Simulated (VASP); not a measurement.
An input for Quantum ESPRESSO's pw.x (written as the equivalent of a VASP run, and not itself run):

```
&CONTROL
  calculation = 'vc-relax'
  pseudo_dir = './pseudo'
  outdir = './out'
  tprnfor = .true.
  tstress = .true.
  nstep = 30
  forc_conv_thr = 0.00039
/
&SYSTEM
  ibrav = 0
  nat = 2
  ntyp = 1
  ecutwfc = 88
  occupations = 'smearing'
  smearing = 'methfessel-paxton'
  degauss = 0.00735
  input_dft = 'rpbe'
/
&ELECTRONS
  conv_thr = 7.3e-09
  electron_maxstep = 100
/
&IONS
/
&CELL
  cell_dofree = 'shape'
/
ATOMIC_SPECIES
  Be 9.012 Be.upf
CELL_PARAMETERS angstrom
     1.1549308   -2.0003986    0.0000000
     1.1549308    2.0003986    0.0000000
     0.0000000    0.0000000    3.6210660
ATOMIC_POSITIONS crystal
  Be   0.3333330  0.6666670  0.2500000
  Be   0.6666670  0.3333330  0.7500000
K_POINTS automatic
  18 18 10 0 0 0
```

**Question.** Write the VASP files for the same calculation (RPBE).

**Answer.** Several could match; the one computed here: 
### POSCAR
```
Be
1
    1.1549307632    -2.0003985854     0.0000000000
    1.1549307632     2.0003985854     0.0000000000
    0.0000000000     0.0000000000     3.6210659547
Be
2
Direct
  0.3333330000   0.6666670000   0.2500000000
  0.6666670000   0.3333330000   0.7500000000
```

KPOINTS:
```
Automatic mesh
0
Gamma
18 18 10
0 0 0
```

INCAR:
```
SYSTEM = Be
NELM = 100   # most electronic steps
LWAVE = F
EDIFFG = -0.01   # ionic stop
GGA = RP   # RPBE
ALGO = Normal
ENCUT = 520
EDIFF = 1E-7   # SCF stop (eV)
ISIF = 4
ISMEAR = 1   # Methfessel-Paxton
IBRION = 2   # conjugate gradients
NSW = 30   # most ionic steps
PREC = Accurate
LASPH = T
SIGMA = 0.1   # width (eV)
LREAL = F   # projection in real space or not
LCHARG = F
```

POTCAR, in this order: Be (PBE.64 set). Program: vasp_std.

The two are equivalent in intent, not identical: the potentials are each code's own (VASP's PAW set, PseudoDojo norm-conserving files in pw.x), so ENCUT and ecutwfc are chosen apart and not converted; conv_thr bounds pw.x's estimated SCF error, while EDIFF bounds the energy change between steps; forc_conv_thr acts on force components and is met together with etot_conv_thr.

The compound is Be in the hcp structure. This cell is one point of a volume scan, at 1.03 of the reference volume. Symmetry was kept, so distortions that lower it aren't found.
